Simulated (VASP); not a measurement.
Crystal: Ti2Te2S.

```
Ti Te S
1.0
    -2.33311    2.33311    5.41814
     2.33311   -2.33311    5.41814
     2.33311    2.33311   -5.41814
Ti Te S
2 2 1
Direct
  0.37748 0.37748 0.00000
  0.62252 0.62252 0.00000
  0.25000 0.75000 0.50000
  0.75000 0.25000 0.50000
  0.00000 0.00000 0.00000
```

The cell was built by a generator and needn't be a form met in nature.

| Property | Result |
| --- | --- |
| Program | VASP 6.6.1 |
| Task | relaxation of cell and atoms |
| Functional | PBE |
| Potentials or basis | VASP PAW PBE potentials, release 64 (Ti_sv, Te, S) |
| Cutoff | 520 eV |
| k mesh | 4 × 4 × 4 |
| Occupations | gaussian, width 0.15 eV |
| Spin | no spin polarisation |

At the start: pressure 4.7 GPa; volume 23.59 Å³/atom.

Q: How do energy, volume and symmetry change on relaxing?

A: Over 10 steps the energy falls by 71.8 meV/atom and the volume is 24.38 Å³/atom (+3.3 %); space group I4/mmm (No. 139, to 0.05 Å).

The path:
```
step  energy change (eV)  largest force (eV/Å)  pressure (GPa)  volume (Å³)
   1              0.0000                0.6039            4.66       117.97
   2             -0.1697                0.2115           -2.30       130.01
   3             -0.1829                0.0112           -1.39       127.41
   4             -0.2775                0.1539           -1.20       126.92
   5             -0.3224                0.3573           -1.05       126.24
   6             -0.3246                0.3928           -0.96       126.08
   7             -0.3509                0.3336            0.16       122.75
   8             -0.3523                0.2866            0.69       121.53
   9             -0.3576                0.1758           -0.30       122.08
  10             -0.3591                0.0415            0.01       121.90
```

Final structure:
```cif
data_structure
_symmetry_space_group_name_H-M 'P 1'
_symmetry_Int_Tables_number 1
_cell_length_a 6.7955
_cell_length_b 6.7955
_cell_length_c 6.7955
_cell_angle_alpha 141.269
_cell_angle_beta 141.269
_cell_angle_gamma 55.932
_cell_volume 121.90
loop_
_atom_site_label
_atom_site_type_symbol
_atom_site_fract_x
_atom_site_fract_y
_atom_site_fract_z
_atom_site_occupancy
Ti1 Ti 0.38552 0.38552 0.00000 1
Ti2 Ti 0.61448 0.61448 0.00000 1
Te1 Te 0.25000 0.75000 0.50000 1
Te2 Te 0.75000 0.25000 0.50000 1
S1 S 0.00000 0.00000 0.00000 1
```

Caveat: the k mesh is coarse (spacing up to 0.48 Å⁻¹), so the values aren't converged; the relaxation stopped at a loose force limit of 0.08 eV/Å, so its end isn't a converged minimum.
